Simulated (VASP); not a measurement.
Given:

```
CdSe
1.0
    0.00000     2.96767     2.96767
    2.96767     0.00000     2.96767
    2.96767     2.96767     0.00000
Cd Se
1 1
Direct
  0.00000   0.00000   0.00000
  0.25000   0.25000   0.25000
```

Calculation: PBEsol GGA, VASP's PBE PAW potentials (set 64) (plane waves; VASP 6.6.1). Run with 500 eV cut-off, 8×8×8 Γ-centred mesh, Gaussian smearing of 0.050 eV, potentials Cd Se.

Question: Estimate the energy per atom (σ→0), pressure, band gap (on the k-mesh) with the smallest direct gap where there is one.

Answer: 
The band gap (on the k-mesh) is 0.63 eV and the smallest direct gap (on the k-mesh) comes out as 0.63 eV. The energy per atom (σ→0) is -3.057 eV/atom and the pressure comes out as 5.00 GPa.

The absolute energy has meaning only against runs of the same code, potentials and settings.

The compound is CdSe in the zinc blende structure, whereas wurtzite is the usual form. It was relaxed first under an external pressure of 5 GPa.
